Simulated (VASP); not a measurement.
Here is the system:

```yaml
crystal:
  lattice:
    - [0.00000, 2.01362, 2.01362]
    - [2.01362, 0.00000, 2.01362]
    - [2.01362, 2.01362, 0.00000]
  atoms:
    - { symbol: Li, position: [0.00000, 0.00000, 0.00000] }
    - { symbol: F, position: [0.50000, 0.50000, 0.50000] }
```

These are optB86b-vdW, VASP's PBE PAW potentials (set 64) (plane waves; VASP 6.6.1) values and carry that method's errors. Numerical set-up: 520 eV cut-off, 13×13×13 Γ-centred mesh, tetrahedra with Blöchl corrections, potentials Li_sv F.

Task: What does the run give for the energy per atom (σ→0), band gap (on the k-mesh) with the smallest direct gap where there is one?

Result: 
```
Property                                     Result
-----------------------------------  --------------
band gap (on the k-mesh)                    9.21 eV
smallest direct gap (on the k-mesh)         9.21 eV
energy per atom (σ→0)                -3.492 eV/atom
```

The compound is LiF in the rock salt structure. It was relaxed first.
